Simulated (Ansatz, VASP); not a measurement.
# Cross-check of C (Diamond) between VASP and Ansatz, part 2 of 2

Aim: how closely do two programs agree when they are given the same cell, functional and k mesh? The structure shown comes from an earlier Ansatz run, which isn't shown and may have moved the atoms alone.

VASP 6.6.1 and Ansatz 0.2.0.

So far: Starting point; Ansatz: elastic constants, PBE.

### 3. VASP: elastic constants, PBE

Level of this step: PBE; plane waves and PAW (C) (VASP).

The same cell, functional and mesh now go to VASP, with its own data sets.

Lines of VASP's logs that name or quote its potential files are left out, and so is its time.

INCAR

```
SYSTEM = C
PREC = Accurate
ENCUT = 600
EDIFF = 1E-08
NELM = 120
ISMEAR = 0
SIGMA = 0.01
LREAL = .FALSE.
ALGO = Normal
GGA = PE
NBANDS = 10
LORBIT = 11
LWAVE = .FALSE.
LCHARG = .FALSE.
ISIF = 3
IBRION = 6
NFREE = 2
POTIM = 0.015
NSW = 1
LASPH = .TRUE.
GGA_COMPAT = .FALSE.
EFERMI = MIDGAP
```

POSCAR

```
C
1.0
    0.0000000000      1.7833700000      1.7833700000
    1.7833700000      0.0000000000      1.7833700000
    1.7833700000      1.7833700000      0.0000000000
C
2
Direct
    0.0000000000      0.0000000000      0.0000000000
    0.2500000000      0.2500000000      0.2500000000
```

KPOINTS

```
Automatic mesh
0
Gamma
10 10 10
0 0 0
```

The projector-augmented-wave data sets are C (PBE family, release 64).

Run with:

```sh
mpirun -np 1 vasp_std
```

Numbers of over 12 decimals in the logs are rounded to 6 here.

The program printed:

```text
[banner, memory and clock lines left out]
running    1 mpi-ranks, on    1 nodes
 distrk:  each k-point on    1 cores,    1 groups
 distr:  one band on    1 cores,    1 groups

 POSCAR found type information on POSCAR C
 POSCAR found :  1 types and       2 ions
 LDA part: xc-table for (Slater+PW92), standard interpolation
 POSCAR, INCAR and KPOINTS ok, starting setup
 FFT: planning ... GRIDC
 FFT: planning ... GRID_SOFT
 FFT: planning ... GRID
 WAVECAR not read
 entering main loop
       N       E                     dE             d eps       ncg     rms          rms(c)
DAV:   1     0.397606464532E+01    0.39761E+01   -0.53644E+03   950   0.885E+02
DAV:   2    -0.183801245727E+02   -0.22356E+02   -0.21462E+02  1306   0.136E+02
DAV:   3    -0.188266062993E+02   -0.44648E+00   -0.44540E+00  1106   0.162E+01
DAV:   4    -0.188276167869E+02   -0.10105E-02   -0.10104E-02  1040   0.879E-01
DAV:   5    -0.188276179792E+02   -0.11923E-05   -0.11923E-05  1050   0.303E-02    0.553E+00
DAV:   6    -0.183491968920E+02    0.47842E+00   -0.26670E-01   968   0.387E+00    0.330E+00
DAV:   7    -0.181881804546E+02    0.16102E+00   -0.32213E-01  1016   0.432E+00    0.751E-01
DAV:   8    -0.181899191580E+02   -0.17387E-02   -0.77969E-03   982   0.714E-01    0.435E-02
DAV:   9    -0.181899530783E+02   -0.33920E-04   -0.66252E-05  1138   0.696E-02    0.237E-02
DAV:  10    -0.181899729209E+02   -0.19843E-04   -0.15777E-05   982   0.383E-02    0.494E-03
DAV:  11    -0.181899729631E+02   -0.42188E-07   -0.20494E-07  1204   0.445E-03    0.646E-04
DAV:  12    -0.181899729216E+02    0.41476E-07   -0.19327E-08  1024   0.150E-03    0.198E-04
DAV:  13    -0.181899729166E+02    0.50086E-08   -0.51472E-10   546   0.207E-04
   1 F= -.18189973E+02 E0= -.18189973E+02  d E =0.000000E+00
[... from here on, the cycles between the ionic steps are left out ...]
   2 F= -.18183535E+02 E0= -.18183535E+02  d E =0.000000E+00
   3 F= -.18179541E+02 E0= -.18179541E+02  d E =0.000000E+00
   4 F= -.18183535E+02 E0= -.18183535E+02  d E =0.000000E+00
   6 F= -.18183535E+02 E0= -.18183535E+02  d E =0.000000E+00
   7 F= -.18179541E+02 E0= -.18179541E+02  d E =0.000000E+00
   8 F= -.18185447E+02 E0= -.18185447E+02  d E =0.000000E+00
   9 F= -.18185447E+02 E0= -.18185447E+02  d E =0.000000E+00
  10 F= -.18185447E+02 E0= -.18185447E+02  d E =0.000000E+00
  11 F= -.18185447E+02 E0= -.18185447E+02  d E =0.000000E+00
  12 F= -.18185447E+02 E0= -.18185447E+02  d E =0.000000E+00
  13 F= -.18185447E+02 E0= -.18185447E+02  d E =0.000000E+00
  14 F= -.18185782E+02 E0= -.18185782E+02  d E =0.000000E+00
 Finite differences progress:
  Degree of freedom:   7/  7
  Displacement:        1/  2
  Total:              13/ 14
 bond charge predicted
       N       E                     dE             d eps       ncg     rms          rms(c)
DAV:   1    -0.181863089497E+02   -0.52660E-03   -0.13002E+00  3436   0.868E+00    0.249E-01
DAV:   2    -0.181861697115E+02    0.13924E-03   -0.68745E-03  3858   0.774E-01    0.147E-01
DAV:   3    -0.181857884430E+02    0.38127E-03   -0.10499E-03  3768   0.250E-01    0.160E-02
DAV:   4    -0.181857850470E+02    0.33960E-05   -0.40780E-05  3834   0.612E-02    0.943E-03
DAV:   5    -0.181857823391E+02    0.27079E-05   -0.75449E-06  3700   0.203E-02    0.788E-04
DAV:   6    -0.181857823733E+02   -0.34221E-07   -0.37717E-07  3842   0.542E-03    0.408E-04
DAV:   7    -0.181857823706E+02    0.27129E-08   -0.74974E-09  2384   0.717E-04
  15 F= -.18185782E+02 E0= -.18185782E+02  d E =0.000000E+00
 Finite differences progress:
  Degree of freedom:   7/  7
  Displacement:        2/  2
  Total:              14/ 14
```

OUTCAR, selected parts (step 3):

```text
ion  position               nearest neighbor table
   1  0.000  0.000  0.000-   2 1.54   2 1.54   2 1.54   2 1.54
   2  0.250  0.250  0.250-   1 1.54   1 1.54   1 1.54   1 1.54

  LATTYP: Found a face centered cubic cell.
 ALAT       =     3.5667400000

 Subroutine GETGRP returns: Found 48 space group operations
 (whereof 24 operations were pure point group operations)

The static configuration has the point symmetry T_d .
 The point group associated with its full space group is O_h .

 Found     47 irreducible k-points:

   k-points           NKPTS =     47   k-points in BZ     NKDIM =     47   number of bands    NBANDS=     10

   dimension x,y,z NGX =    20 NGY =   20 NGZ =   20
   dimension x,y,z NGXF=    40 NGYF=   40 NGZF=   40

   ENCUT  =  600.0 eV  44.10 Ry    6.64 a.u.   5.04  5.04  5.04*2*pi/ulx,y,z

   NELECT =       8.0000    total number of electrons

 k-points in reciprocal lattice and weights: Automatic mesh
   0.00000000  0.00000000  0.00000000       0.001
   0.10000000  0.00000000  0.00000000       0.008
   0.20000000  0.00000000  0.00000000       0.008
   0.30000000  0.00000000  0.00000000       0.008
   0.40000000  0.00000000  0.00000000       0.008
   0.50000000  0.00000000  0.00000000       0.004
   0.10000000  0.10000000  0.00000000       0.006
   0.20000000  0.10000000  0.00000000       0.024
   0.30000000  0.10000000  0.00000000       0.024
[...]
-0.30000000  0.40000000  0.20000000       0.024
  -0.30000000  0.50000000  0.20000000       0.012

 average (electrostatic) potential at core
       1 -45.3874       2 -45.3874

 E-fermi :  11.9263

 k-point     1 :       0.0000    0.0000    0.0000
  band No.  band energies     occupation
      1     -11.7484      2.00000
      2       9.4983      2.00000
      3       9.7316      2.00000
      4       9.9587      2.00000
      5      15.1164      0.00000
      6      15.3146      0.00000
      7      15.5237      0.00000
      8      23.0589      0.00000
      9      29.0218      0.00000
    ...

 k-point     2 :       0.1000    0.0000    0.0000
  band No.  band energies     occupation
      1     -11.4717      2.00000
      2       8.1477      2.00000
      3       9.0785      2.00000
      4       9.3708      2.00000
      5      15.7888      0.00000
      6      16.0891      0.00000
      7      16.2078      0.00000
      8      23.2874      0.00000
      9      29.4761      0.00000
    ...

 k-point     3 :       0.2000    0.0000    0.0000
  band No.  band energies     occupation
      1     -10.6463      2.00000
      2       4.9088      2.00000
      3       8.2363      2.00000
      4       8.4964      2.00000
      5      16.8742      0.00000
      6      17.2024      0.00000
      7      17.4523      0.00000
      8      23.9221      0.00000
      9      30.2681      0.00000
    ...

  Total        0.1289711      0.1329298      0.1329298      0.0000000     -0.0467424      0.0000000
  in kB       18.2158094     18.7749383     18.7749383      0.0000000     -6.6018774      0.0000000
  external PRESSURE =      18.5885620 kB  Pullay stress =       0.0000000 kB

  energy-cutoff  :      600.00
  volume of cell :       11.34
      direct lattice vectors                 reciprocal lattice vectors
     0.000000000  1.783370000  1.783370000    -0.280368067  0.280368067  0.280368067
     1.783370000  0.000000000  1.783370000     0.280368067 -0.280368067  0.280368067
     1.783370000  1.783370000  0.000000000     0.280368067  0.280368067 -0.280368067

 POSITION                                       TOTAL-FORCE (eV/Angst)
 -----------------------------------------------------------------------------------
     -0.01500      0.00000      0.00000         0.558598      0.000000      0.000000
      0.89168      0.89168      0.89168        -0.558598      0.000000      0.000000
 -----------------------------------------------------------------------------------
    total drift:                               -0.000006     -0.000000     -0.000000

  FREE ENERGIE OF THE ION-ELECTRON SYSTEM (eV)
  ---------------------------------------------------
  free  energy   TOTEN  =       -18.1857823706 eV

  energy  without entropy=      -18.1857823706  energy(sigma->0) =      -18.18578237

  SYMMETRIZED ELASTIC MODULI (kBar)
 Direction    XX          YY          ZZ          XY          YZ          ZX
 --------------------------------------------------------------------------------
 XX       10569.5239   1277.3943   1277.3943      0.0000     -0.0000     -0.0000
 YY        1277.3943  10569.5239   1277.3943      0.0000     -0.0000      0.0000
 ZZ        1277.3943   1277.3943  10569.5239     -0.0000      0.0000      0.0000
 XY           0.0000      0.0000     -0.0000   5683.7901     -0.0000      0.0000
 YZ          -0.0000     -0.0000      0.0000     -0.0000   5683.7901      0.0000
 ZX          -0.0000      0.0000      0.0000      0.0000      0.0000   5683.7901
 --------------------------------------------------------------------------------

 Eigenvectors and eigenvalues of the dynamical matrix
 ----------------------------------------------------

   1 f  =   38.929951 THz   244.604096 2PiTHz 1298.563390 cm-1   161.001268 meV
             X         Y         Z           dx          dy          dz
      0.000000  0.000000  0.000000     0.000000   -0.707107    0.000000
      0.891685  0.891685  0.891685     0.000000    0.707107    0.000000

   2 f  =   38.929951 THz   244.604096 2PiTHz 1298.563390 cm-1   161.001268 meV
             X         Y         Z           dx          dy          dz
      0.000000  0.000000  0.000000    -0.707107    0.000000    0.000000
      0.891685  0.891685  0.891685     0.707107    0.000000    0.000000

   3 f  =   38.929951 THz   244.604096 2PiTHz 1298.563390 cm-1   161.001268 meV
             X         Y         Z           dx          dy          dz
      0.000000  0.000000  0.000000     0.000000    0.000000   -0.707107
      0.891685  0.891685  0.891685     0.000000    0.000000    0.707107

   4 f  =    0.000000 THz     0.000000 2PiTHz    0.000000 cm-1     0.000000 meV
             X         Y         Z           dx          dy          dz
      0.000000  0.000000  0.000000     0.707107    0.000000    0.000000
      0.891685  0.891685  0.891685     0.707107    0.000000    0.000000

   5 f  =    0.000000 THz     0.000000 2PiTHz    0.000000 cm-1     0.000000 meV
             X         Y         Z           dx          dy          dz
      0.000000  0.000000  0.000000     0.000000    0.707107    0.000000
      0.891685  0.891685  0.891685     0.000000    0.707107    0.000000

   6 f  =    0.000000 THz     0.000000 2PiTHz    0.000000 cm-1     0.000000 meV
             X         Y         Z           dx          dy          dz
      0.000000  0.000000  0.000000     0.000000    0.000000    0.707107
      0.891685  0.891685  0.891685     0.000000    0.000000    0.707107

 ELASTIC MODULI CONTR FROM IONIC RELAXATION (kBar)
 Direction    XX          YY          ZZ          XY          YZ          ZX
 --------------------------------------------------------------------------------
 XX          -0.0000     -0.0000      0.0000      0.0000     -0.0000      0.0000
 YY          -0.0000     -0.0000     -0.0000      0.0000      0.0000      0.0000
 ZZ           0.0000     -0.0000     -0.0000     -0.0000      0.0000      0.0000
 XY           0.0000      0.0000     -0.0000    -36.8733      0.0000      0.0000
 YZ          -0.0000      0.0000      0.0000      0.0000    -36.8733      0.0000
 ZX           0.0000      0.0000      0.0000      0.0000      0.0000    -36.8733
 --------------------------------------------------------------------------------

 TOTAL ELASTIC MODULI (kBar)
 Direction    XX          YY          ZZ          XY          YZ          ZX
 --------------------------------------------------------------------------------
 XX       10569.5239   1277.3943   1277.3943      0.0000     -0.0000     -0.0000
 YY        1277.3943  10569.5239   1277.3943      0.0000     -0.0000      0.0000
 ZZ        1277.3943   1277.3943  10569.5239     -0.0000      0.0000      0.0000
 XY           0.0000      0.0000     -0.0000   5646.9168     -0.0000      0.0000
 YZ          -0.0000     -0.0000      0.0000     -0.0000   5646.9168      0.0000
 ZX          -0.0000      0.0000      0.0000      0.0000      0.0000   5646.9168
 --------------------------------------------------------------------------------

 total charge
# of ion       s       p       d       tot
------------------------------------------
    1        0.827   1.749   0.000   2.576
    2        0.827   1.749   0.000   2.576
--------------------------------------------------
tot          1.654   3.498   0.000   5.152

[... 3 further parts left out ...]
```

Levels, forces or a CONTCAR printed for this step are those of its last displaced cell, not of the structure at rest.

### 4. Comparison

Known differences besides the potentials themselves: fixed occupations in Ansatz, narrow Gaussian smearing in VASP; the cutoff is 420 eV in Ansatz and 600 eV in VASP; VASP takes each elastic constant from one size of strain, Ansatz from those that its log lists. Total energies have different zeros and are not compared.

Compared:

| quantity | Ansatz | VASP | difference |
| --- | --- | --- | --- |
| C11 (GPa) | 1063.6 | 1057.0 | +0.63 % |
| C22 (GPa) | 1063.6 | 1057.0 | +0.63 % |
| C33 (GPa) | 1063.6 | 1057.0 | +0.63 % |
| C12 (GPa) | 130.7 | 127.7 | +2.32 % |
| C13 (GPa) | 130.7 | 127.7 | +2.32 % |
| C23 (GPa) | 130.7 | 127.7 | +2.32 % |
| C44 (GPa) | 564.6 | 564.7 | -0.01 % |
| C55 (GPa) | 564.6 | 564.7 | -0.01 % |
| C66 (GPa) | 564.6 | 564.7 | -0.01 % |

### 5. What came out

| Item | Value |
| --- | --- |
| difference in C12 (elastic constants, PBE) | 2.3 % |

In words: The difference in C12 is 2.3 % (elastic constants, PBE), within the 5 % picked in this series as the mark of a large difference. How closely two codes agree says nothing of how well the functional describes the real material.

[Lines on the potential files, build, host, timing and source positions are cut from VASP's logs without a mark.]

[Logs are printed without paths, hosts, clocks, repeated set-up lines and the standing remarks that a program may print on its own settings, such as how far it seeks lower states.]

[Hosts, paths, dates, database ids (printed as entryN), source tags and the programs' standing remarks are cut or masked in the printed files.]
